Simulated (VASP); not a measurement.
OSZICAR of a VASP run on MoTe2 (2H layered):

**OSZICAR**
```
       N       E                     dE             d eps       ncg     rms          rms(c)
DAV:   1     0.419359718486E+03    0.41936E+03   -0.27183E+04  2264   0.150E+03
DAV:   2    -0.140912540373E+02   -0.43345E+03   -0.42523E+03  2399   0.368E+02
DAV:   3    -0.386379009842E+02   -0.24547E+02   -0.24026E+02  2517   0.728E+01
DAV:   4    -0.392354907437E+02   -0.59759E+00   -0.59545E+00  2401   0.116E+01
DAV:   5    -0.392490028931E+02   -0.13512E-01   -0.13506E-01  2531   0.179E+00    0.303E+01
DAV:   6    -0.382181791644E+02    0.10308E+01   -0.34086E+00  2384   0.108E+01    0.121E+01
DAV:   7    -0.381112109163E+02    0.10697E+00   -0.25214E+00  2395   0.576E+00    0.444E+00
DAV:   8    -0.379713341245E+02    0.13988E+00   -0.10197E+00  2341   0.470E+00    0.390E+00
DAV:   9    -0.379801455961E+02   -0.88115E-02   -0.77455E-02  2504   0.125E+00    0.209E+00
DAV:  10    -0.379686416555E+02    0.11504E-01   -0.74317E-02  2358   0.146E+00    0.106E+00
DAV:  11    -0.379686795943E+02   -0.37939E-04   -0.27150E-03  2449   0.294E-01    0.709E-01
DAV:  12    -0.379687041030E+02   -0.24509E-04   -0.85742E-04  2426   0.138E-01    0.529E-01
DAV:  13    -0.379686006933E+02    0.10341E-03   -0.21919E-04  2552   0.799E-02    0.170E-01
DAV:  14    -0.379685995196E+02    0.11737E-05   -0.10673E-05  2109   0.158E-02    0.178E-01
DAV:  15    -0.379685942694E+02    0.52502E-05   -0.58882E-06  2116   0.130E-02    0.116E-01
DAV:  16    -0.379685902194E+02    0.40500E-05   -0.11182E-05  2423   0.165E-02    0.283E-02
DAV:  17    -0.379685901434E+02    0.76057E-07   -0.26099E-07  1370   0.276E-03
   1 F= -.15978165E+02 E0= -.15978370E+02  d E =-.159782E+02
       N       E                     dE             d eps       ncg     rms          rms(c)
DAV:   1    -0.471113323951E+02   -0.91427E+01   -0.36972E+02  2040   0.152E+02    0.618E+01
DAV:   2    -0.350046281716E+02    0.12107E+02   -0.66889E+01  2076   0.571E+01    0.145E+01
DAV:   3    -0.332338973565E+02    0.17707E+01   -0.10073E+01  2063   0.151E+01    0.810E+00
DAV:   4    -0.329306263341E+02    0.30327E+00   -0.12775E+00  2146   0.717E+00    0.475E+00
DAV:   5    -0.328444499493E+02    0.86176E-01   -0.39787E-01  2296   0.418E+00    0.504E+00
DAV:   6    -0.328128834121E+02    0.31567E-01   -0.25409E-01  2365   0.226E+00    0.638E-01
DAV:   7    -0.328104008092E+02    0.24826E-02   -0.66938E-02  2174   0.148E+00    0.116E+00
DAV:   8    -0.328099078777E+02    0.49293E-03   -0.51458E-03  2272   0.381E-01    0.346E-01
DAV:   9    -0.328095336390E+02    0.37424E-03   -0.21634E-03  2265   0.312E-01    0.179E-01
DAV:  10    -0.328095411783E+02   -0.75394E-05   -0.10363E-04  2645   0.532E-02    0.107E-01
DAV:  11    -0.328095207744E+02    0.20404E-04   -0.52184E-05  2234   0.345E-02    0.633E-02
DAV:  12    -0.328095180003E+02    0.27741E-05   -0.12607E-05  2187   0.182E-02    0.211E-02
DAV:  13    -0.328095174703E+02    0.53000E-06   -0.96892E-07  1216   0.495E-03
   2 F= -.14440809E+02 E0= -.14440793E+02  d E =0.153736E+01
       N       E                     dE             d eps       ncg     rms          rms(c)
DAV:   1    -0.476078442284E+02   -0.14798E+02   -0.23781E+02  2058   0.125E+02    0.271E+01
DAV:   2    -0.433701302161E+02    0.42377E+01   -0.14941E+02  2271   0.675E+01    0.162E+01
DAV:   3    -0.373412268224E+02    0.60289E+01   -0.32275E+01  2208   0.243E+01    0.113E+01
DAV:   4    -0.373731193811E+02   -0.31893E-01   -0.21087E+00  2390   0.593E+00    0.584E+00
DAV:   5    -0.372434035842E+02    0.12972E+00   -0.33524E-01  2131   0.360E+00    0.262E+00
DAV:   6    -0.372326291454E+02    0.10774E-01   -0.69444E-02  2434   0.135E+00    0.162E+00
DAV:   7    -0.372336870321E+02   -0.10579E-02   -0.12110E-02  2511   0.517E-01    0.488E-01
DAV:   8    -0.372331986562E+02    0.48838E-03   -0.18089E-03  2291   0.271E-01    0.295E-01
DAV:   9    -0.372330985370E+02    0.10012E-03   -0.68857E-04  2572   0.110E-01    0.900E-02
DAV:  10    -0.372331062539E+02   -0.77169E-05   -0.20780E-05  2151   0.227E-02    0.105E-01
DAV:  11    -0.372331048702E+02    0.13837E-05   -0.79240E-06  2220   0.122E-02    0.654E-02
DAV:  12    -0.372331048100E+02    0.60223E-07   -0.97989E-07  1307   0.590E-03
   3 F= -.16140295E+02 E0= -.16140582E+02  d E =-.162130E+00
       N       E                     dE             d eps       ncg     rms          rms(c)
DAV:   1    -0.371894195426E+02    0.43685E-01   -0.59911E-02  2040   0.194E+00    0.594E-01
DAV:   2    -0.371877350221E+02    0.16845E-02   -0.21372E-02  2143   0.852E-01    0.219E-01
DAV:   3    -0.371870566961E+02    0.67833E-03   -0.60319E-03  2172   0.321E-01    0.181E-01
DAV:   4    -0.371869947085E+02    0.61988E-04   -0.32023E-04  2139   0.102E-01    0.431E-02
DAV:   5    -0.371869667455E+02    0.27963E-04   -0.20178E-04  2199   0.799E-02    0.434E-02
DAV:   6    -0.371869667892E+02   -0.43688E-07   -0.46477E-05  2349   0.296E-02    0.110E-02
DAV:   7    -0.371869660411E+02    0.74806E-06   -0.38163E-06  1685   0.119E-02
   4 F= -.16140878E+02 E0= -.16141173E+02  d E =-.162713E+00
       N       E                     dE             d eps       ncg     rms          rms(c)
DAV:   1    -0.370904758301E+02    0.96491E-01   -0.36495E+00  2140   0.129E+01    0.209E+00
DAV:   2    -0.370262747472E+02    0.64201E-01   -0.41050E-01  2207   0.398E+00    0.139E+00
DAV:   3    -0.370098761677E+02    0.16399E-01   -0.71581E-02  2456   0.116E+00    0.681E-01
DAV:   4    -0.370063065395E+02    0.35696E-02   -0.10098E-02  2173   0.603E-01    0.620E-01
DAV:   5    -0.370063331568E+02   -0.26617E-04   -0.52313E-03  2435   0.396E-01    0.557E-01
DAV:   6    -0.370055955603E+02    0.73760E-03   -0.64899E-03  2245   0.355E-01    0.814E-02
DAV:   7    -0.370055700778E+02    0.25482E-04   -0.37550E-04  2219   0.100E-01    0.150E-01
DAV:   8    -0.370055661094E+02    0.39684E-05   -0.16494E-05  2168   0.197E-02    0.105E-01
DAV:   9    -0.370055585564E+02    0.75530E-05   -0.18548E-05  2025   0.165E-02    0.543E-02
DAV:  10    -0.370055579161E+02    0.64026E-06   -0.13576E-06  1206   0.559E-03
   5 F= -.16180021E+02 E0= -.16179958E+02  d E =-.391429E-01
       N       E                     dE             d eps       ncg     rms          rms(c)
DAV:   1    -0.369912480767E+02    0.14310E-01   -0.16682E-02  2147   0.871E-01    0.140E-01
DAV:   2    -0.369909585898E+02    0.28949E-03   -0.20728E-03  2254   0.280E-01    0.106E-01
DAV:   3    -0.369908770756E+02    0.81514E-04   -0.36503E-04  2465   0.824E-02    0.436E-02
DAV:   4    -0.369908599066E+02    0.17169E-04   -0.49067E-05  2194   0.421E-02    0.449E-02
DAV:   5    -0.369908604569E+02   -0.55033E-06   -0.21516E-05  2442   0.255E-02    0.413E-02
DAV:   6    -0.369908577071E+02    0.27498E-05   -0.29237E-05  2238   0.240E-02    0.749E-03
DAV:   7    -0.369908574103E+02    0.29686E-06   -0.14690E-06  1190   0.673E-03
   6 F= -.16180161E+02 E0= -.16180082E+02  d E =-.392825E-01
       N       E                     dE             d eps       ncg     rms          rms(c)
DAV:   1    -0.369639567502E+02    0.26901E-01   -0.18120E-01  2019   0.288E+00    0.523E-01
DAV:   2    -0.369612301606E+02    0.27266E-02   -0.32187E-02  2387   0.929E-01    0.414E-01
DAV:   3    -0.369600184797E+02    0.12117E-02   -0.51414E-03  2258   0.331E-01    0.114E-01
DAV:   4    -0.369598106321E+02    0.20785E-03   -0.10440E-03  2460   0.164E-01    0.749E-02
DAV:   5    -0.369597640591E+02    0.46573E-04   -0.24165E-04  2460   0.823E-02    0.838E-02
DAV:   6    -0.369597656764E+02   -0.16173E-05   -0.17163E-05  2111   0.200E-02    0.264E-02
DAV:   7    -0.369597660084E+02   -0.33201E-06   -0.62538E-06  2112   0.124E-02
   7 F= -.16181090E+02 E0= -.16180993E+02  d E =-.928694E-03
       N       E                     dE             d eps       ncg     rms          rms(c)
DAV:   1    -0.369598303018E+02   -0.64625E-04   -0.12295E-06  1125   0.751E-03    0.403E-03
DAV:   2    -0.369598302550E+02    0.46784E-07   -0.24663E-07  1062   0.278E-03
   8 F= -.16181089E+02 E0= -.16180992E+02  d E =-.928394E-03
       N       E                     dE             d eps       ncg     rms          rms(c)
DAV:   1    -0.370290278620E+02   -0.69198E-01   -0.15790E-01  2012   0.298E+00    0.896E-01
DAV:   2    -0.370254382908E+02    0.35896E-02   -0.30818E-02  2202   0.108E+00    0.203E-01
DAV:   3    -0.370244713294E+02    0.96696E-03   -0.12439E-02  2252   0.456E-01    0.313E-01
DAV:   4    -0.370241612192E+02    0.31011E-03   -0.99416E-04  2253   0.170E-01    0.786E-02
DAV:   5    -0.370240730039E+02    0.88215E-04   -0.70255E-04  2368   0.148E-01    0.598E-02
DAV:   6    -0.370240581303E+02    0.14874E-04   -0.10077E-04  2417   0.486E-02    0.219E-02
DAV:   7    -0.370240555563E+02    0.25740E-05   -0.15688E-05  2329   0.250E-02    0.767E-03
DAV:   8    -0.370240553388E+02    0.21747E-06   -0.64618E-07  1279   0.505E-03
   9 F= -.16180633E+02 E0= -.16180485E+02  d E =0.456182E-03
       N       E                     dE             d eps       ncg     rms          rms(c)
DAV:   1    -0.369823858005E+02    0.41670E-01   -0.74888E-02  2019   0.205E+00    0.624E-01
DAV:   2    -0.369806814291E+02    0.17044E-02   -0.14429E-02  2179   0.740E-01    0.139E-01
DAV:   3    -0.369802298043E+02    0.45162E-03   -0.56964E-03  2267   0.310E-01    0.212E-01
DAV:   4    -0.369800903310E+02    0.13947E-03   -0.45469E-04  2252   0.115E-01    0.532E-02
DAV:   5    -0.369800537157E+02    0.36615E-04   -0.31973E-04  2348   0.101E-01    0.424E-02
DAV:   6    -0.369800524607E+02    0.12550E-05   -0.52290E-05  2342   0.346E-02    0.152E-02
DAV:   7    -0.369800519449E+02    0.51582E-06   -0.79697E-06  2217   0.176E-02
  10 F= -.16181208E+02 E0= -.16181095E+02  d E =-.118704E-03
```

Task: Which electronic solver shows in the log?

Result: It is blocked Davidson (ALGO = Normal, or the opening steps of other solvers). The INCAR had ALGO = Normal.

Task: Can the final energy be trusted as converged?

Result: The calculation finished and met its thresholds. It stopped with EDIFF = 1E-6, NELM = 100, NSW = 40 and EDIFFG = -0.02 after 10 ionic steps (PBEsol GGA, plane waves, VASP's PBE PAW potentials (set 64)). Energy and stress use the plane-wave basis of the starting cell. Without a dispersion term in the relaxation, distances and binding between the weakly bound layers, chains or molecules are unreliable, and so is what depends on them.

The compound is MoTe2 in the 2H layered structure. This run relaxes it under an external pressure of 30 GPa. Symmetry was kept, so distortions that lower it aren't found.
